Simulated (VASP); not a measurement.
Crystal: NaCl.

```xyz
2
Lattice="0.0000 2.8434 2.8434 2.8434 0.0000 2.8434 2.8434 2.8434 0.0000" Properties=species:S:1:pos:R:3 pbc="T T T"
Na    0.0000    0.0000    0.0000
Cl    2.8434    2.8434    2.8434
```

```yaml
Program: VASP 6.6.1
Task: relaxation of cell and atoms
Functional: r2SCAN
Dispersion: rVV10
Potentials_or_basis: VASP PAW PBE potentials, release 64 (Na_pv, Cl)
Cutoff: 600 eV
k_mesh: 8 × 8 × 8
Occupations: gaussian, width 0.02 eV
Spin: no spin polarisation
```

At the start: pressure -1.8 GPa; volume 22.99 Å³/atom.

Q: Where does the relaxation end?

A: Over 4 steps the energy falls by 10.0 meV/atom and the volume is 21.41 Å³/atom (-6.9 %); space group Fm-3m (No. 225, to 0.05 Å).

The path:
```tsv
step	energy change (eV)	largest force (eV/Å)	pressure (GPa)	volume (Å³)
1	0.0000	0.0000	-1.82	45.98
2	-0.0154	0.0000	-0.93	44.26
3	-0.0195	0.0000	-0.30	43.27
4	-0.0201	0.0000	0.01	42.82
```

Final structure:
```
Na Cl
1.0
     0.00000    2.77672    2.77672
     2.77672    0.00000    2.77672
     2.77672    2.77672    0.00000
Na Cl
1 1
Direct
  0.00000 0.00000 0.00000
  0.50000 0.50000 0.50000
```

Caveat: the PAW data sets were made with another functional, which shifts forces and pressure a little.
